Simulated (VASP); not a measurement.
I (relaxed from the simple-cubic structure, space group Pm-3m): computed properties

Calculation: PBEsol GGA, VASP's PBE PAW potentials (set 64) (plane waves; VASP).

space group: Pm-3m (221)
cell: a = b = c = 3.3760 Å, α = β = γ = 90.00°
volume per atom: 38.48 Å³/atom
band gap (over mesh and band path): none (metal, semimetal or under 0.01 eV)
density: 5.48 g/cm³

```cif
data_I
_chemical_formula_sum 'I1'
_space_group_name_H-M_alt 'P 1'
_space_group_IT_number 1
_cell_length_a 3.37601
_cell_length_b 3.37601
_cell_length_c 3.37601
_cell_angle_alpha 90.000
_cell_angle_beta 90.000
_cell_angle_gamma 90.000
loop_
_space_group_symop_operation_xyz
  'x, y, z'
loop_
_atom_site_label
_atom_site_type_symbol
_atom_site_fract_x
_atom_site_fract_y
_atom_site_fract_z
_atom_site_occupancy
I1 I 0.00000 0.00000 0.00000 1
```

Unless said otherwise, spin-orbit coupling is left out, though it shifts the bands of the heavy elements here.

The structure was generated: I was put into the simple-cubic type (Pm-3m), which need not be its known phase. It was relaxed first. Symmetry was kept, so distortions that lower it aren't found.
